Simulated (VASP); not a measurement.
Here is the system:

```
CdSe
1.0
    0.00000     3.09258     3.09258
    3.09258     0.00000     3.09258
    3.09258     3.09258     0.00000
Cd Se
1 1
Direct
  0.00000   0.00000   0.00000
  0.25000   0.25000   0.25000
```

Calculation: PBE GGA with D4 dispersion, VASP's PBE PAW potentials (set 64) (plane waves; VASP). Run with 520 eV cut-off, 8×8×8 Γ-centred mesh, Gaussian smearing of 0.050 eV, potentials Cd Se.

### Question
Predict the energy per atom (σ→0), pressure, band gap (on the k-mesh) with the smallest direct gap where there is one.

### Answer

```json
{
 "band gap (on the k-mesh)": "0.50 eV",
 "smallest direct gap (on the k-mesh)": "0.50 eV",
 "energy per atom (σ→0)": "-3.055 eV/atom",
 "pressure": "-1.37 GPa"
}
```

The compound is CdSe in the zinc blende structure, whereas wurtzite is the usual form. This cell is one point of a volume scan, at 1.03 of the reference volume.
